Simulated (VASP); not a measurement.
```xyz
6
Lattice="1.6066 -2.7827 0.0000 1.6066 2.7827 0.0000 0.0000 0.0000 12.5881" Properties=species:S:1:pos:R:3 pbc="T T T"
W      1.6066     0.9276     3.1470
W      1.6066    -0.9276     9.4411
Se     1.6066     0.9276    11.0950
Se     1.6066    -0.9276     4.8009
Se     1.6066    -0.9276     1.4931
Se     1.6066     0.9276     7.7871
```

These are PBE GGA with D4 dispersion, VASP's PBE PAW potentials (set 64) (plane waves; VASP) values and carry that method's errors. Numerical set-up: 520 eV cut-off, 8×8×2 Γ-centred mesh, Gaussian smearing of 0.050 eV, potentials W_sv Se.

Question: The ions and cell shape at fixed volume are relaxed. What does this cell relax into?

Answer: 
```xyz
6
Lattice="1.6199 -2.8057 0.0000 1.6199 2.8057 0.0000 0.0000 0.0000 12.3822" Properties=species:S:1:pos:R:3 pbc="T T T"
W      1.6199     0.9352     3.0955
W      1.6199    -0.9352     9.2866
Se     1.6199     0.9352    10.9793
Se     1.6199    -0.9352     4.7882
Se     1.6199    -0.9352     1.4028
Se     1.6199     0.9352     7.5939
```
Space group P6_3/mmc (194), at a tolerance of 0.03 Å.

Question: How much energy does the relaxation gain?

Answer: The energy (σ→0) changes by -22.4 meV/atom, in 8 ionic steps.

```tsv
step	E(σ→0) (eV)	max force (eV/Å)	pressure (GPa)	volume (Å³)
1	-45.8506	1.082	10.11	112.55
2	-45.9458	0.086	4.63	112.55
3	-45.9488	0.081	5.41	112.55
4	-45.9795	0.041	4.54	112.55
5	-45.9851	0.014	4.07	112.55
6	-45.9852	0.011	4.01	112.55
7	-45.9852	0.012	4.04	112.55
8	-45.9852	0.002	3.99	112.55
```

The compound is WSe2 in the 2H layered structure. This cell is one point of a volume scan, at 0.94 of the reference volume. Symmetry was kept, so distortions that lower it aren't found.
